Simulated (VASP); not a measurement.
Set up this calculation in VASP 6.6.1, as the native input.

| Property | Result |
| --- | --- |
| Task | relaxation of cell and atoms |
| Functional | LDA |
| Potentials or basis | VASP PAW LDA potentials, release 64 (Ti_sv, Te) |
| Cutoff | 520 eV |
| k mesh | 9 × 9 × 6 |
| Occupations | gaussian, width 0.02 eV |
| Spin | no spin polarisation |
| Further INCAR settings | ALGO = Normal; EDIFF = 1e-07; IBRION = 2; EDIFFG = -0.002; NSW = 80; ISIF = 3 |

The structure of TiTe2 lies in POSCAR:

```
TiTe2                                   
1.0
    3.6699303405      0.0000000000      0.0000000000
   -1.8349651702      3.1782529049      0.0000000000
    0.0000000000     -0.0000000000      6.3205799480
  Ti              Te            
     1     2
Direct
     0.0000000000000000    0.0000000000000000    0.0000000000000000
     0.6666666699999979    0.3333333300000021    0.2700605800041097
     0.3333333300000021    0.6666666699999979    0.7299394199958905
```

The input as run:

INCAR

```
PREC     = Accurate       # precision mode
ENCUT    = 520            # plane-wave cutoff, eV
EDIFF    = 1E-7           # SCF threshold, eV
ISMEAR   = 0              # smearing method
SIGMA    = 0.02           # smearing width, eV
LREAL    = F              # projectors in reciprocal space
LASPH    = T              # aspherical terms in the spheres
NELM     = 80             # most SCF steps
ALGO     = Normal         # electronic algorithm
ISIF     = 3              # what is computed and relaxed
LWAVE    = F              # write WAVECAR
LCHARG   = F              # write CHGCAR
GGA      = CA             # functional
IBRION   = 2              # ionic algorithm
NSW      = 80             # ionic steps
EDIFFG   = -0.002         # ionic threshold
```

KPOINTS

```
regular mesh
0
Gamma
  9 9 6
```

Potentials or basis: VASP PAW LDA potentials, release 64 (Ti_sv, Te).

Command:

```console
$ cat potpaw_LDA.64/Ti_sv/POTCAR potpaw_LDA.64/Te/POTCAR > POTCAR
$ mpirun -np 1 vasp_std > vasp.out
```

Results of the run:

```json
{
 "Energy gained by relaxing": "0.0 meV/atom",
 "Ionic steps": "3",
 "Pressure after relaxing": "0.0 GPa",
 "Band gap on the k mesh": "none (metal or under the smearing width)"
}
```

Wall time 59 s on 1 thread of Intel(R) Xeon(R) 6975P-C (Granite Rapids), on a shared host, peak memory 0.21 GiB.
